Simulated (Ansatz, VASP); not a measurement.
# InBSe2: VASP beside Ansatz

```
In B Se
1.0
     3.73187    0.00000    0.00000
     0.00000    3.73187    0.00000
     0.00000    0.00000    5.27766
In B Se
1 1 2
Direct
  0.00000 0.00000 0.00000
  0.50000 0.50000 0.50000
  0.00000 0.00000 0.50000
  0.50000 0.50000 0.00000
```

Alike in both runs: task single point; functional PBE; k mesh 6 × 6 × 4; occupations gaussian, width 0.1 eV; no spin polarisation.

```csv
,VASP,Ansatz
version,VASP 6.6.1,Ansatz 0.2.0
potentials or method,"VASP PAW PBE potentials, release 64 (In_d, B, Se)","scalar-relativistic, plane waves, PAW"
plane-wave cutoff (eV),520,420
valence electrons in the cell,28,48
```

Ansatz gave:

| Item | Value |
| --- | --- |
| gap on the k mesh at the Fermi level (eV) | none |
| pressure (GPa) | 8.9 |
| largest component of the traceless stress (GPa) | 0.51 |

Problem. Estimate VASP's values.

Solution. gap on the k mesh at the Fermi level (eV): none; pressure (GPa): 9.0; largest component of the traceless stress (GPa): 0.52.

A gap of «none» marks a metal or a gap that the smearing closes. The two sets of potentials don't hold the same shells in valence.
